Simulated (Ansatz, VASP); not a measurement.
One calculation of Al3Ag, two programs

```
Al Ag
1.0
     4.08151    0.00000    0.00000
     0.00000    4.08151    0.00000
     0.00000    0.00000    4.08151
Al Ag
3 1
Direct
  0.00000 0.50000 0.50000
  0.50000 0.00000 0.50000
  0.50000 0.50000 0.00000
  0.00000 0.00000 0.00000
```

The cell comes from a database or a generator and needn't be the stable form of this composition.

Alike in both runs: task single point; functional LDA; k mesh 6 × 6 × 6; no spin polarisation.

|  | VASP | Ansatz |
| --- | --- | --- |
| version | VASP 6.6.1 | Ansatz 0.2.0 |
| potentials or method | VASP PAW LDA potentials, release 64 (Al, Ag) | plane waves, PAW |
| plane-wave cutoff (eV) | 520 | 500 |
| occupations | methfessel-paxton of order 1, width 0.15 eV | cold, width 0.15 eV |
| valence electrons in the cell | 20 | 28 |

```tsv
	VASP	Ansatz	Ansatz less VASP
gap on the k mesh at the Fermi level (eV)	none	none	-
pressure (GPa)	-5.4	-5.4	-0.05
```

A gap of «none» marks a metal or a gap that the smearing closes. The two sets of potentials don't hold the same shells in valence.
